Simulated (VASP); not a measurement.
The input files of a VASP run:

**INCAR**
```
ALGO=Normal
EDIFF=1E-6
ENCUT=300
GGA=RE
ISIF=2
ISMEAR=0
LASPH=.TRUE.
LCHARG=.FALSE.
LMAXMIX=6
LREAL=.FALSE.
LWAVE=.FALSE.
NELM=100
PREC=Accurate
SIGMA=0.1
SYSTEM=Al2Au
```

**KPOINTS**
```
Automatic mesh
0
Gamma
7 5 1
0 0 0
```

**POSCAR**
```
Al2Au
1
    4.2426410000     0.0000000000     0.0000000000
   -4.2426410000     4.2426410000     0.0000000000
    0.0000000000     0.0000000000    26.5000000000
Al Au
8 4
Direct
  0.5270090000   0.0068850000   0.4150830000
  0.4871950000   0.4975190000   0.4138090000
  0.5073020000   0.5139890000   0.3033550000
  0.5145570000  -0.0039000000   0.3043070000
  0.5055410000  -0.0235960000   0.6443860000
  0.5268050000   0.5046940000   0.6408160000
  0.4633850000   0.4900660000   0.5261420000
  0.5058580000   0.0277200000   0.5295660000
  0.0038940000   0.0016540000   0.4695310000
  0.9483940000   0.4675460000   0.3621260000
  0.0248490000   0.0212610000   0.6960970000
  0.9852120000   0.4961630000   0.5815750000
```

POTCAR, in this order: Al Au (PBE.64 set). Program: vasp_std.

### Question
Write an equivalent input for Quantum ESPRESSO's pw.x.

### Answer
One equivalent input (not run):
```
&CONTROL
  calculation = 'scf'
  pseudo_dir = './pseudo'
  outdir = './out'
  tprnfor = .true.
  tstress = .true.
/
&SYSTEM
  ibrav = 0
  nat = 12
  ntyp = 2
  ecutwfc = 76
  occupations = 'smearing'
  smearing = 'gaussian'
  degauss = 0.00735
  input_dft = 'revpbe'
/
&ELECTRONS
  conv_thr = 7.3e-08
  electron_maxstep = 100
/
ATOMIC_SPECIES
  Al 26.982 Al.upf
  Au 196.967 Au.upf
CELL_PARAMETERS angstrom
     4.2426410    0.0000000    0.0000000
    -4.2426410    4.2426410    0.0000000
     0.0000000    0.0000000   26.5000000
ATOMIC_POSITIONS crystal
  Al   0.5270090  0.0068850  0.4150830
  Al   0.4871950  0.4975190  0.4138090
  Al   0.5073020  0.5139890  0.3033550
  Al   0.5145570 -0.0039000  0.3043070
  Al   0.5055410 -0.0235960  0.6443860
  Al   0.5268050  0.5046940  0.6408160
  Al   0.4633850  0.4900660  0.5261420
  Al   0.5058580  0.0277200  0.5295660
  Au   0.0038940  0.0016540  0.4695310
  Au   0.9483940  0.4675460  0.3621260
  Au   0.0248490  0.0212610  0.6960970
  Au   0.9852120  0.4961630  0.5815750
K_POINTS automatic
  7 5 1 0 0 0
```
Limits of the translation: the potentials are each code's own (VASP's PAW set, PseudoDojo norm-conserving files in pw.x), so ENCUT and ecutwfc are chosen apart and not converted; conv_thr bounds pw.x's estimated SCF error, while EDIFF bounds the energy change between steps.

The cell is a sheet with vacuum, built from a generated structure.
